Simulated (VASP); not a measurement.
These are rev-vdW-DF2, VASP's PBE PAW potentials (set 64) (plane waves; VASP) values and carry that method's errors.

VASP ran on this input.

INCAR:
```
SYSTEM = CdS
PREC = Accurate; ENCUT = 520; LREAL = .FALSE.
LASPH = .TRUE.
EDIFF = 1E-7; NELM = 100; ALGO = Normal
LMAXMIX = 4
ISMEAR = 0; SIGMA = 0.05
GGA = MK; LUSE_VDW = .TRUE.; AGGAC = 0.0
PARAM1 = 0.1234568; PARAM2 = 0.7114; ZAB_VDW = -1.8867
IBRION = 2; NSW = 30; ISIF = 4
EDIFFG = -0.01
LWAVE = .FALSE.; LCHARG = .FALSE.
```

**KPOINTS**
```
K-points
0
Gamma
6 6 4
```

File POSCAR:
```
CdS
1.0
  2.0872593969  -3.6152391481   0.0000000000
  2.0872593969   3.6152391481   0.0000000000
  0.0000000000   0.0000000000   6.7839799116
Cd S
2 2
direct
  0.6666670000   0.3333330000   0.5000149596
  0.3333330000   0.6666670000   0.0000149596
  0.6666670000   0.3333330000   0.8769850404
  0.3333330000   0.6666670000   0.3769850404
```

POTCAR, in this order: Cd S (PBE.64 set). Program: vasp_std.

Output

OSZICAR:
```
       N       E                     dE             d eps       ncg     rms          rms(c)
DAV:   1     0.259751736750E+03    0.25975E+03   -0.17668E+04   924   0.150E+03
DAV:   2     0.950882235524E+01   -0.25024E+03   -0.24347E+03  1032   0.357E+02
DAV:   3    -0.479547542722E+01   -0.14304E+02   -0.14252E+02  1104   0.854E+01
DAV:   4    -0.495813356190E+01   -0.16266E+00   -0.16256E+00  1056   0.913E+00
DAV:   5    -0.496094001860E+01   -0.28065E-02   -0.28063E-02  1128   0.117E+00    0.107E+01
DAV:   6    -0.390048099857E+01    0.10605E+01   -0.26637E+00  1178   0.168E+01    0.849E+00
DAV:   7    -0.388829383257E+01    0.12187E-01   -0.76934E-01  1074   0.514E+00    0.408E+00
DAV:   8    -0.388356981090E+01    0.47240E-02   -0.11093E-01  1064   0.353E+00    0.502E-01
DAV:   9    -0.388093785949E+01    0.26320E-02   -0.21445E-02  1150   0.184E+00    0.142E-01
DAV:  10    -0.388099908099E+01   -0.61222E-04   -0.11961E-03  1008   0.333E-01    0.898E-02
DAV:  11    -0.388104987067E+01   -0.50790E-04   -0.20211E-04  1084   0.110E-01    0.906E-02
DAV:  12    -0.388104821110E+01    0.16596E-05   -0.11383E-04  1044   0.662E-02    0.902E-03
DAV:  13    -0.388104753004E+01    0.68106E-06   -0.87510E-06  1098   0.235E-02    0.734E-03
DAV:  14    -0.388104778643E+01   -0.25639E-06   -0.51217E-07  1074   0.652E-03    0.532E-03
DAV:  15    -0.388104744633E+01    0.34010E-06   -0.35211E-07   840   0.382E-03    0.319E-03
DAV:  16    -0.388104734192E+01    0.10440E-06   -0.29321E-07   826   0.319E-03    0.695E-04
DAV:  17    -0.388104734882E+01   -0.68944E-08   -0.16222E-08   528   0.119E-03
   1 F= -.38810473E+01 E0= -.38810473E+01  d E =-.388105E+01
```

**OUTCAR**
```
------------------------ aborting loop because EDIFF is reached ----------------------------------------
  FORCE on cell =-STRESS in cart. coord.  units (eV):
  Direction    XX          YY          ZZ          XY          YZ          ZX
  --------------------------------------------------------------------------------------
  Total       -0.0189695     -0.0189695      0.0370766      0.0000000      0.0000000     -0.0000000
  in kB       -0.2968516     -0.2968516      0.5802065      0.0000000      0.0000000     -0.0000000
  external PRESSURE =      -0.0044989 kB  Pullay stress =       0.0000000 kB
  volume of cell :      102.38
      direct lattice vectors                 reciprocal lattice vectors
     2.087259397 -3.615239148  0.000000000     0.239548568 -0.138303437  0.000000000
     2.087259397  3.615239148  0.000000000     0.239548568  0.138303437  0.000000000
     0.000000000  0.000000000  6.783979912     0.000000000  0.000000000  0.147406097
  FREE ENERGIE OF THE ION-ELECTRON SYSTEM (eV)
  ---------------------------------------------------
  free  energy   TOTEN  =        -3.8810473488 eV

  energy  without entropy=       -3.8810473488  energy(sigma->0) =       -3.88104735

 reached required accuracy - stopping structural energy minimisation
```
(Selected blocks of OUTCAR.)

The compound is CdS in the wurtzite structure. It was relaxed first.
